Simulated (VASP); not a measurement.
Given:

```yaml
crystal:
  lattice:
    - [0.00000, 2.99940, 2.99940]
    - [2.99940, 0.00000, 2.99940]
    - [2.99940, 2.99940, 0.00000]
  atoms:
    - { symbol: In, position: [0.00000, 0.00000, 0.00000] }
    - { symbol: P, position: [0.25000, 0.25000, 0.25000] }
```

These are revPBE GGA, VASP's PBE PAW potentials (set 64) (plane waves; VASP) values and carry that method's errors. Numerical set-up: 520 eV cut-off, Gaussian smearing of 0.050 eV, potentials In_d P.

Unless said otherwise, spin-orbit coupling is left out, though it shifts the bands of the heavy elements here.

Question: Predict the band gap (along the path) with the smallest direct gap where there is one.

Answer: 
```json
{
  "band gap (along the path)": "0.43 eV",
  "smallest direct gap (along the path)": "0.43 eV"
}
```

The absolute energy has meaning only against runs of the same code, potentials and settings.

The compound is InP in the zinc blende structure. It was relaxed first, which changed the volume by +7 %.
